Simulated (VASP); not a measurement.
Consider the following.

```xyz
17
Lattice="5.8765 0.0000 0.0000 0.0000 5.8765 0.0000 0.0000 0.0000 20.4913" Properties=species:S:1:pos:R:3 pbc="T T T"
Au     1.4691     1.4691     7.1540
Au     4.4074     1.4691     7.1238
Au     1.4691     4.4074     7.1238
Au     4.4074     4.4074     7.0961
Au     5.8638     5.8638     9.1804
Au     2.9509     5.8638     9.1804
Au     5.8638     2.9509     9.1804
Au     2.9509     2.9509     9.1804
Au     1.4691     1.4691    11.2429
Au     4.4074     1.4691    11.2483
Au     1.4691     4.4074    11.2483
Au     4.4074     4.4074    11.3263
Au     5.8539     5.8539    13.3165
Au     2.9608     5.8539    13.3165
Au     5.8539     2.9608    13.3165
Au     2.9608     2.9608    13.3165
Cl     1.4691     1.4691    15.1957
```

The numbers are results of PBE GGA, VASP's PBE PAW potentials (set 64) (plane waves; VASP), not measurements. Run with PREC = Normal, 400 eV cut-off, 5×5×1 Γ-centred mesh, first-order Methfessel-Paxton smearing of 0.10 eV, potentials Au Cl.

Unless said otherwise, spin-orbit coupling is left out, though it shifts the bands of the heavy elements here.

Q: Estimate the energy per atom (σ→0), band gap (on the k-mesh) with the smallest direct gap where there is one.

A: 
The band gap (on the k-mesh) is none (metal, semimetal or under 0.01 eV) and the energy per atom (σ→0) comes out as -2.964 eV/atom.

The absolute energy has meaning only against runs of the same code, potentials and settings.

The cell is a thin slab with vacuum, built from Au (fcc): (100) face, Cl adsorbed.
